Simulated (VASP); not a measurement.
Output of a VASP run:

**OUTCAR**
```
 ion  position               nearest neighbor table
   1  0.000  0.000  0.000-
  LATTYP: Found a face centered cubic cell.
 ALAT       =     3.8032277974
 Subroutine PRICEL returns:
 Original cell was already a primitive cell.
 Subroutine GETGRP returns: Found 48 space group operations
The static configuration has the point symmetry O_h .
The dynamic configuration has the point symmetry O_h .
 Subroutine INISYM returns: Found 48 space group operations
 Subroutine IBZKPT returns following result:
 Found    195 irreducible k-points:

 Following reciprocal coordinates:
            Coordinates               Weight
  0.000000  0.000000  0.000000      1.000000
  0.055556  0.000000  0.000000      8.000000
  0.111111  0.000000  0.000000      8.000000
  0.166667  0.000000  0.000000      8.000000
  0.222222  0.000000  0.000000      8.000000
  0.277778  0.000000  0.000000      8.000000
  0.333333  0.000000  0.000000      8.000000
  0.388889  0.000000  0.000000      8.000000
  0.444444  0.000000  0.000000      8.000000
  0.500000  0.000000  0.000000      4.000000
  0.055556  0.055556  0.000000      6.000000
  0.111111  0.055556  0.000000     24.000000
  0.166667  0.055556  0.000000     24.000000
  0.222222  0.055556  0.000000     24.000000
  0.277778  0.055556  0.000000     24.000000
  0.333333  0.055556  0.000000     24.000000
  0.388889  0.055556  0.000000     24.000000
  0.444444  0.055556  0.000000     24.000000
  0.500000  0.055556  0.000000     24.000000
 -0.444444  0.055556  0.000000     24.000000
 -0.388889  0.055556  0.000000     24.000000
 -0.333333  0.055556  0.000000     24.000000
 -0.277778  0.055556  0.000000     24.000000
 -0.222222  0.055556  0.000000     24.000000
 -0.166667  0.055556  0.000000     24.000000
 -0.111111  0.055556  0.000000     24.000000
 -0.055556  0.055556  0.000000     12.000000
  0.111111  0.111111  0.000000      6.000000
  0.166667  0.111111  0.000000     24.000000
  0.222222  0.111111  0.000000     24.000000
  0.277778  0.111111  0.000000     24.000000
  0.333333  0.111111  0.000000     24.000000
  0.388889  0.111111  0.000000     24.000000
  0.444444  0.111111  0.000000     24.000000
  0.500000  0.111111  0.000000     24.000000
 -0.444444  0.111111  0.000000     24.000000
 -0.388889  0.111111  0.000000     24.000000
 -0.333333  0.111111  0.000000     24.000000
 -0.277778  0.111111  0.000000     24.000000
 -0.222222  0.111111  0.000000     24.000000
   k-points           NKPTS =    195   k-points in BZ     NKDIM =    195   number of bands    NBANDS=     11
   number of dos      NEDOS =    601   number of ions     NIONS =      1
   total plane-waves  NPLWV =   8000
   dimension x,y,z NGX =    20 NGY =   20 NGZ =   20
   dimension x,y,z NGXF=    40 NGYF=   40 NGZF=   40
   ions per type =               1
   PREC   = accura    normal or accurate (medium, high low for compatibility)
   ISTART =      0    job   : 0-new  1-cont  2-samecut
   ICHARG =      2    charge: 1-file 2-atom 10-const
   ISPIN  =      1    spin polarized calculation?
   LNONCOLLINEAR =      F non collinear calculations
   LSORBIT =      F    spin-orbit coupling
   INIWAV =      1    electr: 0-lowe 1-rand  2-diag
   ENCUT  =  520.0 eV  38.22 Ry    6.18 a.u.   5.00  5.00  5.00*2*pi/ulx,y,z
   NELM   =    100;   NELMIN=  2; NELMDL= -5     # of ELM steps
   EDIFF  = 0.1E-06   stopping-criterion for ELM
   LREAL  =      F    real-space projection
   NLSPLINE    = F    spline interpolate recip. space projectors
   LMAXMIX     =    4 max onsite mixed and CHGCAR
   VOSKOWN=      0    Vosko Wilk Nusair interpolation
   EDIFFG = 0.1E-05   stopping-criterion for IOM
   NSW    =      0    number of steps for IOM
   NBLOCK =      1;   KBLOCK =      1    inner block; outer block
   IBRION =     -1    ionic relax: 0-MD 1-quasi-New 2-CG
   NFREE  =      0    steps in history (QN), initial steepest desc. (CG)
...
```

**OSZICAR**
```
       N       E                     dE             d eps       ncg     rms          rms(c)
DAV:   1     0.116864935543E+03    0.11686E+03   -0.94248E+03  4307   0.146E+03
DAV:   2    -0.322744286182E+01   -0.12009E+03   -0.11534E+03  4404   0.387E+02
DAV:   3    -0.468554833241E+01   -0.14581E+01   -0.14504E+01  4941   0.484E+01
DAV:   4    -0.469420354191E+01   -0.86552E-02   -0.86599E-02  4723   0.386E+00
DAV:   5    -0.469434143091E+01   -0.13789E-03   -0.13803E-03  4917   0.455E-01    0.103E+01
DAV:   6    -0.419337417807E+01    0.50097E+00   -0.11868E+00  4497   0.162E+01    0.347E+00
DAV:   7    -0.417540008980E+01    0.17974E-01   -0.22554E-02  4920   0.194E+00    0.164E+00
DAV:   8    -0.417145199083E+01    0.39481E-02   -0.38956E-03  4473   0.101E+00    0.191E-01
DAV:   9    -0.417131568121E+01    0.13631E-03   -0.11500E-04  4983   0.176E-01    0.270E-02
DAV:  10    -0.417132288911E+01   -0.72079E-05   -0.44820E-06  4650   0.299E-02    0.283E-03
DAV:  11    -0.417132247810E+01    0.41101E-06   -0.24935E-07  4526   0.731E-03    0.111E-03
DAV:  12    -0.417132232023E+01    0.15787E-06   -0.13148E-08  2448   0.190E-03    0.144E-04
DAV:  13    -0.417132230643E+01    0.13801E-07   -0.10617E-09  2319   0.387E-04
   1 F= -.41713223E+01 E0= -.41713223E+01  d E =0.000000E+00
```

### OUTCAR
```
------------------------ aborting loop because EDIFF is reached ----------------------------------------
  FORCE on cell =-STRESS in cart. coord.  units (eV):
  Direction    XX          YY          ZZ          XY          YZ          ZX
  --------------------------------------------------------------------------------------
  Total        0.0037395      0.0037395      0.0037395     -0.0000000     -0.0000000      0.0000000
  in kB        0.4356346      0.4356346      0.4356346     -0.0000000     -0.0000000      0.0000000
  external PRESSURE =       0.4356346 kB  Pullay stress =       0.0000000 kB
  volume of cell :       13.75
      direct lattice vectors                 reciprocal lattice vectors
     0.000000000  1.901613899  1.901613899    -0.262934553  0.262934553  0.262934553
     1.901613899  0.000000000  1.901613899     0.262934553 -0.262934553  0.262934553
     1.901613899  1.901613899  0.000000000     0.262934553  0.262934553 -0.262934553
 POSITION                                       TOTAL-FORCE (eV/Angst)
 -----------------------------------------------------------------------------------
      0.00000      0.00000      0.00000         0.000000     -0.000000      0.000000
 -----------------------------------------------------------------------------------
    total drift:                                0.000000      0.000000      0.000000
  FREE ENERGIE OF THE ION-ELECTRON SYSTEM (eV)
  ---------------------------------------------------
  free  energy   TOTEN  =        -4.1713223064 eV

  energy  without entropy=       -4.1713223064  energy(sigma->0) =       -4.17132231

 total charge

# of ion       s       p       d       tot
------------------------------------------
    1        0.409   6.301   7.081  13.791
```
(Selected blocks of OUTCAR.)

**POSCAR**
```
Rh
1
    0.0000000000     1.9016138987     1.9016138987
    1.9016138987    -0.0000000000     1.9016138987
    1.9016138987     1.9016138987    -0.0000000000
Rh
1
Direct
  0.0000000000   0.0000000000   0.0000000000
```

Reconstruct the remaining input files.

Several could match; the one computed here: the input of the run itself, optB86b-vdW, plane waves, VASP's PBE PAW potentials (set 64).

INCAR:
```
# general
SYSTEM  =Rh
PREC    =Accurate
ENCUT   =520
LREAL   =.FALSE.
LASPH   =.TRUE.   # aspherical one-centre terms

# electronic loop
EDIFF   =1E-7
NELM    =100
ALGO    =Normal
LMAXMIX =4   # l cut-off of mixed one-centre charges

# smearing
ISMEAR  =-5   # tetrahedra, Bloechl

# functional
GGA     =MK
LUSE_VDW=.TRUE.
AGGAC   =0.0
PARAM1  =0.1234
PARAM2  =1.0

# ions
ISIF    =2

# output
LWAVE   =.FALSE.
LCHARG  =.TRUE.
LORBIT  =11   # lm-projected
NEDOS   =601
```

### KPOINTS
```
Automatic mesh
0
Gamma
18 18 18
0 0 0
```

POTCAR, in this order: Rh_pv (PBE.64 set). Program: vasp_std.

For a metal the tetrahedron method with Blöchl corrections gives inexact stress and forces.

The compound is Rh in the fcc structure. It was relaxed first.
